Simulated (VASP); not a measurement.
Here is a VASP 6.6.1 calculation.

The input INCAR:

```
SYSTEM = SnAs
PREC     = Accurate       ! precision mode
ENCUT    = 520            ! plane-wave cutoff, eV
EDIFF    = 1E-6           ! SCF threshold, eV
ISMEAR   = 0              ! smearing method
SIGMA    = 0.15           ! smearing width, eV
LREAL    = .False.        ! projectors in reciprocal space
LASPH    = .True.         ! aspherical terms in the spheres
NELM     = 100            ! most SCF steps
ALGO     = Normal         ! electronic algorithm
ISIF     = 2              ! what is computed and relaxed
LWAVE    = .False.        ! write WAVECAR
LCHARG   = .False.        ! write CHGCAR
NBANDS   = 16             ! bands
```

KPOINTS

```
regular mesh
0
Gamma
  14 14 14
  0 0 0
```

The input POSCAR:

```
SnAs
1.0
    0.0000000000      2.8344365179      2.8344365179
    2.8344365179      0.0000000000      2.8344365179
    2.8344365179      2.8344365179      0.0000000000
Sn As
1 1
Direct
    0.0000000000      0.0000000000      0.0000000000
    0.5000000000      0.5000000000      0.5000000000
```

Potentials or basis: VASP PAW LDA potentials, release 64 (Sn_d, As).

Launch:

```console
$ cat potpaw_LDA.64/Sn_d/POTCAR potpaw_LDA.64/As/POTCAR > POTCAR
$ mpirun -np 1 vasp_std > vasp.out
```

Problem. What does it give for the band gap on the k mesh?

Solution. None (metal or under the smearing width).

Problem. Predict the pressure.

Solution. 0.2 GPa.
